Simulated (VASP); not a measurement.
## TePd with LDA: from relaxation to properties

What structure and properties does LDA give TePd, and how near are they to the measured ones? The steps: relaxing cell and atoms (LDA), second relaxation, single point with fields (LDA), band structure (LDA), density of states (LDA), vibrations at Γ (LDA), core-level energies (LDA) and band structure (LDA + SOC). The start is a cell from a database of measured crystal structures.

Program: VASP 6.6.1. Level of theory: LDA; plane waves and PAW (Te, Pd), in the first sound run; inputs show where later runs differ. Results are calculated unless marked as measured.

**Measured values to reproduce.**

“Evidence for unconventional superconductivity and nontrivial topology in PdTe” (2023, pmc:10133450) reports for PdTe, NiAs-type hexagonal, by powder X-ray diffraction (crushed melt-grown single crystals): lattice constant a (a = b) 4.152 ± 0.002 Å; lattice constant c 5.671 ± 0.002 Å.

## (1) Starting point

Before any relaxation, the start is as follows. It takes space group P6_3/mmc (No. 194, hexagonal). The conventional cell has a = 4.152 Å, b = 4.152 Å, c = 5.672 Å, α = 90.00°, β = 90.00°, γ = 120.00°. Nearest to Te lie 6 Pd at 2.79 Å. Nearest to Pd lie 6 Te at 2.79 Å and 2 Pd at 2.84 Å. Farther neighbours and most contacts between anions are not listed.

Coordinates:

```
Te Pd
1.0
     4.15210    0.00000    0.00000
    -2.07605    3.59582    0.00000
     0.00000    0.00000    5.67190
Te Pd
2 2
Direct
  0.33333 0.66667 0.25000
  0.66667 0.33333 0.75000
  0.00000 0.00000 0.00000
  0.00000 0.00000 0.50000
```

## (2) Relaxing cell and atoms (LDA)

Properties are meant for the cell that this level of theory prefers, so cell and atoms are relaxed first (ISIF = 3) until forces and stress are small; EDIFFG sets the threshold. LDA, the lowest rung, knows the local density alone.

Contents of INCAR:

```
SYSTEM = TePd
PREC = Accurate
ENCUT = 400
EDIFF = 1E-06
NELM = 100
ISMEAR = 0
SIGMA = 0.05
LREAL = .FALSE.
ALGO = Normal
GGA = CA
NBANDS = 22
LASPH = .TRUE.
LORBIT = 11
LWAVE = .FALSE.
LCHARG = .FALSE.
KPAR = 4
IBRION = 2
NSW = 60
ISIF = 3
EDIFFG = -0.01
```

Contents of POSCAR:

```
TePd
1.0
    4.1521000000      0.0000000000      0.0000000000
   -2.0760500000      3.5958240791      0.0000000000
    0.0000000000      0.0000000000      5.6719000000
Te Pd
2 2
Direct
    0.3333333333      0.6666666667      0.2500000000
    0.6666666667      0.3333333333      0.7500000000
    0.0000000000      0.0000000000      0.0000000000
    0.0000000000      0.0000000000      0.5000000000
```

Contents of KPOINTS:

```
Automatic mesh
0
Gamma
6 6 4
0 0 0
```

PAW data sets: Te and Pd (LDA family, release 64).

Command:

```bash
$ mpirun -np 4 vasp_std
```

What it wrote:

```text
[banner, memory and clock lines left out]
running    4 mpi-ranks, on    1 nodes
 distrk:  each k-point on    1 cores,    4 groups
 distr:  one band on    1 cores,    1 groups

 POSCAR found type information on POSCAR TePd
 POSCAR found :  2 types and       4 ions
 LDA part: xc-table for (Slater(with rela. corr.)+CA(PZ))
 , standard interpolation
 POSCAR, INCAR and KPOINTS ok, starting setup
 FFT: planning ... GRIDC
 FFT: planning ... GRID_SOFT
 FFT: planning ... GRID
 WAVECAR not read
 entering main loop
       N       E                     dE             d eps       ncg     rms          rms(c)
DAV:   1     0.146383355267E+03    0.14638E+03   -0.11834E+04   924   0.103E+03
DAV:   2    -0.161147584403E+02   -0.16250E+03   -0.15109E+03  1074   0.229E+02
DAV:   3    -0.222869030938E+02   -0.61721E+01   -0.60642E+01  1122   0.454E+01
DAV:   4    -0.223797836198E+02   -0.92881E-01   -0.92849E-01  1076   0.605E+00
DAV:   5    -0.223817538361E+02   -0.19702E-02   -0.19702E-02  1092   0.831E-01    0.149E+01
DAV:   6    -0.221661054501E+02    0.21565E+00   -0.46821E-01   978   0.622E+00    0.871E+00
DAV:   7    -0.221183631459E+02    0.47742E-01   -0.21865E-01   966   0.415E+00    0.206E+00
DAV:   8    -0.220897243869E+02    0.28639E-01   -0.11646E-01   948   0.344E+00    0.103E+00
DAV:   9    -0.220899106482E+02   -0.18626E-03   -0.46041E-03  1062   0.386E-01    0.805E-01
DAV:  10    -0.220891672013E+02    0.74345E-03   -0.54555E-03   954   0.603E-01    0.280E-01
DAV:  11    -0.220888912306E+02    0.27597E-03   -0.37090E-04  1044   0.203E-01    0.227E-01
DAV:  12    -0.220888601980E+02    0.31033E-04   -0.87358E-05  1026   0.528E-02    0.879E-02
DAV:  13    -0.220888498107E+02    0.10387E-04   -0.79291E-06  1044   0.207E-02    0.413E-02
DAV:  14    -0.220888433857E+02    0.64250E-05   -0.10772E-05   996   0.292E-02    0.133E-02
DAV:  15    -0.220888430879E+02    0.29783E-06   -0.23024E-06   562   0.105E-02
   1 F= -.22088843E+02 E0= -.22084568E+02  d E =-.220888E+02
 curvature:   0.00 expect dE= 0.000E+00 dE for cont linesearch  0.000E+00
 trial: gam= 0.00000 g(F)=  0.421E-46 g(S)=  0.140E+00 ort = 0.000E+00 (trialstep = 0.100E+01)
 search vector abs. value=  0.140E+00
 bond charge predicted
       N       E                     dE             d eps       ncg     rms          rms(c)
DAV:   1    -0.236911255786E+02   -0.16023E+01   -0.26156E+01   954   0.446E+01    0.986E+00
DAV:   2    -0.224215289821E+02    0.12696E+01   -0.85897E+00   954   0.280E+01    0.382E+00
DAV:   3    -0.221061681072E+02    0.31536E+00   -0.72036E-01   948   0.963E+00    0.182E+00
DAV:   4    -0.220777864230E+02    0.28382E-01   -0.12062E-01  1008   0.160E+00    0.662E-01
DAV:   5    -0.220686078301E+02    0.91786E-02   -0.23209E-02  1002   0.111E+00    0.519E-01
DAV:   6    -0.220688054969E+02   -0.19767E-03   -0.41502E-03   996   0.373E-01    0.337E-01
DAV:   7    -0.220686148673E+02    0.19063E-03   -0.49984E-04   966   0.205E-01    0.262E-01
DAV:   8    -0.220686468189E+02   -0.31952E-04   -0.75533E-05  1038   0.643E-02    0.509E-02
DAV:   9    -0.220686246845E+02    0.22134E-04   -0.50633E-05   972   0.700E-02    0.242E-02
DAV:  10    -0.220686250454E+02   -0.36098E-06   -0.70591E-06   990   0.135E-02
   2 F= -.22068625E+02 E0= -.22065199E+02  d E =0.202180E-01
[...]
3 F= -.22121212E+02 E0= -.22117511E+02  d E =-.323691E-01
[...]
4 F= -.22122809E+02 E0= -.22119107E+02  d E =-.159696E-02
[...]
5 F= -.22123185E+02 E0= -.22119480E+02  d E =-.197274E-02
 curvature:  -0.80 expect dE=-0.517E-04 dE for cont linesearch -0.508E-04
 ZBRENT: interpolating
 opt :   1.6670  next Energy=   -22.123237 (dE=-0.202E-02)
 bond charge predicted
       N       E                     dE             d eps       ncg     rms          rms(c)
DAV:   1    -0.221235413484E+02   -0.35607E-03   -0.16238E-02   960   0.830E-01    0.915E-02
DAV:   2    -0.221233206063E+02    0.22074E-03   -0.28018E-04   948   0.155E-01    0.495E-02
DAV:   3    -0.221232572123E+02    0.63394E-04   -0.10670E-04  1044   0.900E-02    0.215E-02
DAV:   4    -0.221232457718E+02    0.11440E-04   -0.22309E-05  1008   0.389E-02    0.830E-03
DAV:   5    -0.221232457819E+02   -0.10115E-07   -0.19392E-06   740   0.935E-03
   6 F= -.22123246E+02 E0= -.22119542E+02  d E =-.203364E-02
 curvature:  -0.83 expect dE=-0.184E-05 dE for cont linesearch -0.424E-06
 trial: gam= 0.00000 g(F)=  0.288E-47 g(S)=  0.223E-05 ort =-0.358E-04 (trialstep = 0.105E+01)
 search vector abs. value=  0.223E-05
 reached required accuracy - stopping structural energy minimisation
```

It took 34 s on 4 MPI ranks of AMD EPYC 7R32 (Zen 2), shared host; peak memory 0.59 GiB; 2 min of CPU time.

Lines that name or quote the potential files are left out of all logs, and their timing lines are given in words.

From OUTCAR (step 2):

```text
ion  position               nearest neighbor table
   1  0.333  0.667  0.250-   3 2.79   4 2.79   3 2.79   4 2.79   3 2.79   4 2.79
   2  0.667  0.333  0.750-   3 2.79   4 2.79   3 2.79   4 2.79   3 2.79   4 2.79
   3  0.000  0.000  0.000-   1 2.79   2 2.79   2 2.79   1 2.79   2 2.79   1 2.79   4 2.84   4 2.84

  LATTYP: Found a hexagonal cell.
 ALAT       =     4.1521000000
 C/A-ratio  =     1.3660316466

 Subroutine GETGRP returns: Found 24 space group operations
 (whereof 12 operations were pure point group operations)

The static configuration has the point symmetry D_3d.
 The point group associated with its full space group is D_6h.

 Found     21 irreducible k-points:

   k-points           NKPTS =     21   k-points in BZ     NKDIM =     21   number of bands    NBANDS=     22

   dimension x,y,z NGX =    28 NGY =   28 NGZ =   40
   dimension x,y,z NGXF=    56 NGYF=   56 NGZF=   80

   ENCUT  =  400.0 eV  29.40 Ry    5.42 a.u.   6.77  6.77  9.25*2*pi/ulx,y,z

   NELECT =      32.0000    total number of electrons

 k-points in reciprocal lattice and weights: Automatic mesh
   0.00000000  0.00000000  0.00000000       0.007
   0.16666667  0.00000000  0.00000000       0.042
   0.33333333 -0.00000000  0.00000000       0.042
   0.50000000  0.00000000  0.00000000       0.021
   0.16666667  0.16666667  0.00000000       0.042
   0.33333333  0.16666667  0.00000000       0.083
   0.33333333  0.33333333  0.00000000       0.014
   0.00000000  0.00000000  0.25000000       0.014
   0.16666667  0.00000000  0.25000000       0.083
[...]
0.33333333  0.16666667  0.50000000       0.083
   0.33333333  0.33333333  0.50000000       0.014

 average (electrostatic) potential at core
       1 -86.4052       2 -86.4052       3 -71.5504       4 -71.5504

 E-fermi :   9.5216

 k-point     1 :       0.0000    0.0000    0.0000
  band No.  band energies     occupation
    ...
     11       7.3319      2.00000
     12       7.3319      2.00000
     13       8.4094      2.00000
     14       8.4094      2.00000
     15       9.3813      1.99993
     16      10.1220      0.00000
     17      11.4016      0.00000
     18      11.4016      0.00000
     19      11.7582      0.00000
     20      13.0235      0.00000
    ...

 k-point     2 :       0.1667    0.0000    0.0000
  band No.  band energies     occupation
    ...
     11       7.2862      2.00000
     12       7.3331      2.00000
     13       7.3482      2.00000
     14       8.1025      2.00000
     15       9.1788      2.00000
     16      10.0504      0.00000
     17      10.4497      0.00000
     18      11.3256      0.00000
     19      13.0066      0.00000
     20      14.3106      0.00000
    ...

 k-point     3 :       0.3333   -0.0000    0.0000
  band No.  band energies     occupation
    ...
     12       7.1807      2.00000
     13       7.2203      2.00000
     14       7.3409      2.00000
     15       8.3017      2.00000
     16       8.6259      2.00000
     17      10.5739      0.00000
     18      11.6662      0.00000
     19      13.1679      0.00000
     20      14.4321      0.00000
     21      14.6380      0.00000
    ...

  Total       -0.0095295     -0.0095295     -0.0017027      0.0000000      0.0000000      0.0000000
  in kB       -0.1860748     -0.1860748     -0.0332468      0.0000000      0.0000000      0.0000000
  external PRESSURE =      -0.1351322 kB  Pullay stress =       0.0000000 kB

  energy-cutoff  :      400.00
  volume of cell :       82.05
      direct lattice vectors                 reciprocal lattice vectors
     4.128536215 -0.000000000 -0.000000000     0.242216599  0.139843819  0.000000000
    -2.064268108  3.575417243  0.000000000     0.000000000  0.279687637  0.000000000
     0.000000000 -0.000000000  5.558643196    -0.000000000 -0.000000000  0.179900016

 POSITION                                       TOTAL-FORCE (eV/Angst)
 -----------------------------------------------------------------------------------
     -0.00000      2.38361      1.38966        -0.000000     -0.000000      0.000000
      2.06427      1.19181      4.16898         0.000000      0.000000      0.000000
     -0.00000      0.00000      0.00000         0.000000     -0.000000      0.000000
      0.00000     -0.00000      2.77932         0.000000     -0.000000      0.000000
 -----------------------------------------------------------------------------------
    total drift:                               -0.000000      0.000000     -0.000000

  FREE ENERGIE OF THE ION-ELECTRON SYSTEM (eV)
  ---------------------------------------------------
  free  energy   TOTEN  =       -22.1232457819 eV

  energy  without entropy=      -22.1158390438  energy(sigma->0) =      -22.11954241

 reached required accuracy - stopping structural energy minimisation

 total charge
# of ion       s       p       d       tot
------------------------------------------
    1        1.402   1.855   0.089   3.345
    2        1.402   1.855   0.089   3.345
    3        0.446   0.502   8.630   9.579
    4        0.446   0.502   8.630   9.579
--------------------------------------------------
tot          3.697   4.714  17.438  25.849

[... 3 further parts left out ...]
```

CONTCAR:

```
TePd
   1.00000000000000
     4.1285362154363474   -0.0000000000000000   -0.0000000000000000
    -2.0642681077181737    3.5754172430577675    0.0000000000000000
     0.0000000000000000   -0.0000000000000000    5.5586431958655345
  Te              Pd
     2     2
Direct
     0.3333333332999970    0.6666666667000030    0.2500000000000000
     0.6666666667000030    0.3333333332999970    0.7500000000000000
     0.0000000000000000    0.0000000000000000    0.0000000000000000
     0.0000000000000000    0.0000000000000000    0.5000000000000000
```

The k-mesh is coarse for a metal. The run keeps the 24 symmetry operations of its start, so it cannot find a distortion of lower symmetry.

Relaxation path:

```
step  energy less that of the first step (eV)  largest force (eV/Å)  pressure (GPa)  volume (Å³)
   1                                   0.0000                0.0000           -3.68        84.68
   2                                   0.0202                0.0000            5.62        78.86
   3                                  -0.0324                0.0000            0.07        82.04
   4                                  -0.0340                0.0000            0.01        82.05
   5                                  -0.0343                0.0000           -0.01        82.05
   6                                  -0.0344                0.0000           -0.01        82.05
```

```csv
"conventional cell, symmetrised",before,after,change
a (Å),4.152,4.129,-0.6 %
b (Å),4.152,4.129,-0.6 %
c (Å),5.672,5.559,-2.0 %
volume (Å³/atom),21.17,20.51,-3.1 %
```

The relaxed structure:

```xyz
4
Lattice="4.1285 0.0000 0.0000 -2.0643 3.5754 0.0000 0.0000 0.0000 5.5586" Properties=species:S:1:pos:R:3 pbc="T T T"
Te    0.0000    2.3836    1.3897
Te    2.0643    1.1918    4.1690
Pd    0.0000    0.0000    0.0000
Pd    0.0000    0.0000    2.7793
```

Numbers from this step:

| Quantity | Value |
| --- | --- |
| electrons | 32 |
| bands | 22 |
| irreducible k-points | 21 |
| symmetry operations | 24 |
| free energy (TOTEN) | -22.12 eV |
| energy at zero smearing | -22.12 eV |
| Fermi energy | 9.522 eV |
| pressure | -0.01351 GPa |
| metallic | yes |
| SCF cycles over all ionic steps | 51 |

It ends with forces that vanish by symmetry and a pressure of -0.01 GPa. The volume lies -3.1 % from that of the database's start, which holds the thermal and zero-point expansion of its experiment. LDA is known to overbind.

## (3) Second relaxation

The basis stayed that of the start cell while the cell moved. A rerun from the cell reached resets it; the error of the finite cutoff stays.

INCAR is that of step 2.

Contents of POSCAR:

```
TePd
1.0
    4.1285362154      0.0000000000      0.0000000000
   -2.0642681077      3.5754172431      0.0000000000
    0.0000000000      0.0000000000      5.5586431959
Te Pd
2 2
Direct
    0.3333333333      0.6666666667      0.2500000000
    0.6666666667      0.3333333333      0.7500000000
    0.0000000000      0.0000000000      0.0000000000
    0.0000000000      0.0000000000      0.5000000000
```

KPOINTS is that of step 2.

Command:

```bash
$ mpirun -np 4 vasp_std
```

What it wrote:

```text
[... set-up lines as in an earlier step ...]
 entering main loop
       N       E                     dE             d eps       ncg     rms          rms(c)
DAV:   1     0.147084794453E+03    0.14708E+03   -0.11968E+04   932   0.104E+03
DAV:   2    -0.163979260730E+02   -0.16348E+03   -0.15384E+03  1070   0.232E+02
DAV:   3    -0.223412407669E+02   -0.59433E+01   -0.58453E+01  1130   0.449E+01
DAV:   4    -0.224271231804E+02   -0.85882E-01   -0.85854E-01  1056   0.583E+00
DAV:   5    -0.224291101555E+02   -0.19870E-02   -0.19869E-02  1122   0.847E-01    0.161E+01
DAV:   6    -0.222028251640E+02    0.22628E+00   -0.45976E-01   942   0.623E+00    0.938E+00
DAV:   7    -0.221478412577E+02    0.54984E-01   -0.21224E-01   960   0.403E+00    0.201E+00
DAV:   8    -0.221211057056E+02    0.26736E-01   -0.10988E-01   948   0.339E+00    0.101E+00
DAV:   9    -0.221212763470E+02   -0.17064E-03   -0.44593E-03  1062   0.381E-01    0.768E-01
DAV:  10    -0.221205413944E+02    0.73495E-03   -0.50039E-03   960   0.585E-01    0.261E-01
DAV:  11    -0.221203205861E+02    0.22081E-03   -0.31526E-04  1038   0.188E-01    0.216E-01
DAV:  12    -0.221202984687E+02    0.22117E-04   -0.69475E-05   996   0.465E-02    0.791E-02
DAV:  13    -0.221202911669E+02    0.73018E-05   -0.57487E-06  1038   0.170E-02    0.364E-02
DAV:  14    -0.221202866330E+02    0.45339E-05   -0.74164E-06   984   0.245E-02    0.119E-02
DAV:  15    -0.221202863901E+02    0.24287E-06   -0.16707E-06   486   0.906E-03
   1 F= -.22120286E+02 E0= -.22116583E+02  d E =-.221203E+02
 curvature:   0.00 expect dE= 0.000E+00 dE for cont linesearch  0.000E+00
 trial: gam= 0.00000 g(F)=  0.177E-47 g(S)=  0.283E-04 ort = 0.000E+00 (trialstep = 0.100E+01)
 search vector abs. value=  0.283E-04
 reached required accuracy - stopping structural energy minimisation
```

Wall time 9.2 s (4 MPI ranks); peak memory 0.53 GiB.

OUTCAR, selected parts (step 3):

```text
  LATTYP: Found a hexagonal cell.
 ALAT       =     4.1285362154
 C/A-ratio  =     1.3463956487

 Found     21 irreducible k-points:

   dimension x,y,z NGX =    28 NGY =   28 NGZ =   36
   dimension x,y,z NGXF=    56 NGYF=   56 NGZF=   72

   ENCUT  =  400.0 eV  29.40 Ry    5.42 a.u.   6.73  6.73  9.06*2*pi/ulx,y,z

   NELECT =      32.0000    total number of electrons

 E-fermi :   9.5217

 k-point     1 :       0.0000    0.0000    0.0000
  band No.  band energies     occupation
    ...
     11       7.3318      2.00000
     12       7.3318      2.00000
     13       8.4094      2.00000
     14       8.4094      2.00000
     15       9.3816      1.99993
     16      10.1219      0.00000
     17      11.4017      0.00000
     18      11.4017      0.00000
     19      11.7582      0.00000
     20      13.0234      0.00000
    ...

 k-point     2 :       0.1667    0.0000    0.0000
  band No.  band energies     occupation
    ...
     11       7.2864      2.00000
     12       7.3334      2.00000
     13       7.3482      2.00000
     14       8.1025      2.00000
     15       9.1791      2.00000
     16      10.0504      0.00000
     17      10.4496      0.00000
     18      11.3257      0.00000
     19      13.0066      0.00000
     20      14.3106      0.00000
    ...

  Total       -0.0258906     -0.0258906     -0.0316570     -0.0000000      0.0000000      0.0000000
  in kB       -0.5055461     -0.5055461     -0.6181434     -0.0000000      0.0000000      0.0000000
  external PRESSURE =      -0.5430786 kB  Pullay stress =       0.0000000 kB

  energy-cutoff  :      400.00
  volume of cell :       82.05
      direct lattice vectors                 reciprocal lattice vectors
     4.128536215  0.000000000  0.000000000     0.242216599  0.139843818  0.000000000
    -2.064268108  3.575417243  0.000000000     0.000000000  0.279687637  0.000000000
     0.000000000  0.000000000  5.558643196     0.000000000  0.000000000  0.179900016

 POSITION                                       TOTAL-FORCE (eV/Angst)
 -----------------------------------------------------------------------------------
     -0.00000      2.38361      1.38966         0.000000      0.000000      0.000000
      2.06427      1.19181      4.16898        -0.000000      0.000000      0.000000
      0.00000      0.00000      0.00000        -0.000000      0.000000      0.000000
      0.00000      0.00000      2.77932        -0.000000      0.000000      0.000000
 -----------------------------------------------------------------------------------
    total drift:                                0.000000     -0.000000      0.000000

  FREE ENERGIE OF THE ION-ELECTRON SYSTEM (eV)
  ---------------------------------------------------
  free  energy   TOTEN  =       -22.1202863901 eV

  energy  without entropy=      -22.1128795954  energy(sigma->0) =      -22.11658299

[... 5 parts as in an earlier step ...]

[... 7 further parts left out ...]
```

Little changed from the start: no atom moved by 0.005 Å and no cell edge by 0.1 %.

This step gave:

```
pressure                        : -0.05431 GPa
SCF cycles over all ionic steps : 15
```

It ends with forces that vanish by symmetry and a pressure of -0.05 GPa. The volume moved by under 0.01 %: the run met its threshold at the first step.

(Continued in part 2 of 5.)

[Lines on the potential files, build, host, timing and source positions are cut from VASP's logs without a mark.]

[Logs are printed without paths, hosts, clocks, repeated set-up lines and the standing remarks that a program may print on its own settings, such as how far it seeks lower states.]

[Hosts, paths, dates, database ids (printed as entryN), source tags and the programs' standing remarks are cut or masked in the printed files.]

[A measured line is paired with the nearest computed mode of its activity, which favours agreement.]
